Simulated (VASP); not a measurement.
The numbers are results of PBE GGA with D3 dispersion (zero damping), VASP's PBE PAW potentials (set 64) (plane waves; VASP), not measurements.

VASP input:

### POSCAR
```
Sn
1
   -2.8897601420     2.8897601420     1.5640588521
    2.8897601420    -2.8897601420     1.5640588521
    2.8897601420     2.8897601420    -1.5640588521
Sn
2
Direct
  0.2500000000   0.7500000000   0.5000000000
  0.0000000000   0.0000000000   0.0000000000
```

File KPOINTS:
```
Automatic
0
G
 13 13 13
```

**INCAR**
```
SYSTEM = Sn
PREC = Accurate
ENCUT = 520
EDIFF = 1E-7
NELM = 100
ALGO = Normal
LREAL = .FALSE.
LASPH = .TRUE.
ISMEAR = 1
SIGMA = 0.1
GGA = PE
IVDW = 11
LMAXMIX = 4
LWAVE = .FALSE.
LCHARG = .FALSE.
ISIF = 4
IBRION = 2
NSW = 30
EDIFFG = -0.01
```

POTCAR, in this order: Sn_d (PBE.64 set). Program: vasp_std.

Unless said otherwise, spin-orbit coupling is left out, though it shifts the bands of the heavy elements here.

### Question
What does the run give for the energy per atom (σ→0), dispersion energy, band gap (on the k-mesh)?

### Answer

```json
{
 "energy per atom (σ→0)": "-3.985 eV/atom",
 "dispersion_energy": "-0.419 eV",
 "band gap (on the k-mesh)": "none (metal, semimetal or under 0.01 eV)"
}
```

### OSZICAR
```
...
   1 F= -.79702039E+01 E0= -.79702886E+01  d E =-.797020E+01
       N       E                     dE             d eps       ncg     rms          rms(c)
DAV:   1    -0.755092797990E+01   -0.13087E-03   -0.50287E-03  8080   0.634E-01    0.670E-02
DAV:   2    -0.755080503297E+01    0.12295E-03   -0.25531E-04  8590   0.279E-01    0.417E-02
DAV:   3    -0.755073669793E+01    0.68335E-04   -0.14918E-04  9230   0.196E-01    0.512E-03
DAV:   4    -0.755073863074E+01   -0.19328E-05   -0.26940E-05  7456   0.671E-02    0.305E-03
DAV:   5    -0.755073855942E+01    0.71321E-07   -0.75901E-07  8766   0.151E-02
   2 F= -.79702251E+01 E0= -.79703315E+01  d E =-.211182E-04
```

The compound is Sn in the beta structure. This cell is one point of a volume scan, at 0.94 of the reference volume. Symmetry was kept, so distortions that lower it aren't found.
